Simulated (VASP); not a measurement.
```xyz
5
Lattice="2.8294 1.6335 2.3206 -2.8294 1.6335 2.3206 0.0000 -3.2671 2.3206" Properties=species:S:1:pos:R:3 pbc="T T T"
Ba     0.0000     0.0000     0.0046
Ti     0.0000     0.0000     3.5696
O     -1.3946     0.8051     4.5430
O      0.0000    -1.6103     4.5430
O      1.3946     0.8051     4.5430
```

Method: PBEsol GGA, VASP's PBE PAW potentials (set 64) (plane waves; VASP). Run with 520 eV cut-off, 6×6×6 Γ-centred mesh, tetrahedra with Blöchl corrections, potentials Ba_sv Ti_sv O.

Unless said otherwise, spin-orbit coupling is left out, though it shifts the bands of the heavy elements here.

Task: What does the run give for the energy per atom (σ→0), band gap (on the k-mesh) with the smallest direct gap where there is one?

Result: 
- band gap (on the k-mesh) = 2.30 eV
- smallest direct gap (on the k-mesh) = 2.69 eV
- energy per atom (σ→0) = -8402 meV/atom

The absolute energy has meaning only against runs of the same code, potentials and settings.

The structure comes from a computed database's BaTiO3 entry (R3m); how it stands against other phases isn't given here. It was relaxed first.
